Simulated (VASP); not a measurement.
Here is the system:

```yaml
crystal:
  lattice:
    - [-1.97966, 1.97966, 1.97966]
    - [1.97966, -1.97966, 1.97966]
    - [1.97966, 1.97966, -1.97966]
  atoms:
    - { symbol: Pb, position: [0.00000, 0.00000, 0.00000] }
```

Computed with PBEsol GGA, VASP's PBE PAW potentials (set 64) (plane waves; VASP). Numerical set-up: 300 eV cut-off, 15×15×15 Γ-centred mesh, Fermi-Dirac smearing of 0.10 eV, potentials Pb_d.

At this cut-off the stress carries a Pulay error, which pulls relaxed volumes low. Unless said otherwise, spin-orbit coupling is left out, though it shifts the bands of the heavy elements here.

Q: What does the run give for the energy per atom (σ→0), pressure, band gap (on the k-mesh) with the smallest direct gap where there is one?

A: 
| Property | Value |
|---|---|
| band gap (on the k-mesh) | none (metal, semimetal or under 0.01 eV) |
| energy per atom (σ→0) | -3.954 eV/atom |
| pressure | -2.04 GPa |

Total energies compare only between runs with the same potentials, cut-off and functional.

The structure comes from a computed database's Pb entry (Im-3m); how it stands against other phases isn't given here. The cell was not relaxed at this level.
